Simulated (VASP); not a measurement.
Consider the following.

```yaml
crystal:
  lattice:
    - [3.35240, 0.00000, 0.00000]
    - [-1.67620, 2.90326, 0.00000]
    - [0.00000, 0.00000, 3.40710]
  atoms:
    - { symbol: Hf, position: [0.00000, 0.00000, 0.00000] }
    - { symbol: S, position: [0.66667, 0.33333, 0.50000] }
```

Method: PBEsol GGA with spin-orbit coupling, VASP's PBE PAW potentials (set 64) (plane waves; VASP 6.6.1). Settings: 400 eV cut-off, 11×11×10 Γ-centred mesh, Gaussian smearing of 0.050 eV, potentials Hf_pv S.

Problem. Estimate the energy per atom (σ→0), band gap (over mesh and band path) with the smallest direct gap where there is one.

Solution. 
- band gap (over mesh and band path): none (metal, semimetal or under 0.01 eV)
- energy per atom (σ→0): -9.443 eV/atom

The absolute energy has meaning only against runs of the same code, potentials and settings.

The structure comes from a computed database's HfS entry (P-6m2); how it stands against other phases isn't given here. It was relaxed first.
